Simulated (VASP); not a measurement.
```yaml
crystal:
  lattice:
    - [4.20611, 0.00000, 0.00000]
    - [0.00000, 4.20611, 0.00000]
    - [0.00000, 0.00000, 4.20611]
  atoms:
    - { symbol: K, position: [0.00000, 0.00000, 0.00000] }
    - { symbol: Mg, position: [0.50000, 0.50000, 0.50000] }
    - { symbol: F, position: [0.50000, 0.00000, 0.50000] }
    - { symbol: F, position: [0.00000, 0.50000, 0.50000] }
    - { symbol: F, position: [0.50000, 0.50000, 0.00000] }
```

These are RPBE GGA, VASP's PBE PAW potentials (set 64) (plane waves; VASP 6.6.1) values and carry that method's errors. Run with 520 eV cut-off, 6×6×6 Γ-centred mesh, Gaussian smearing of 0.050 eV, potentials K_sv Mg F.

Task: Give the stress tensor in GPa (positive for a compressed cell).

Result: 
```
-2.93   0.00   0.00
 0.00  -2.93   0.00
 0.00   0.00  -2.93
```
The pressure is its mean diagonal, -2.93 GPa.

The compound is KMgF3 in the cubic perovskite structure. This cell is one point of a volume scan, at 1.06 of the reference volume.
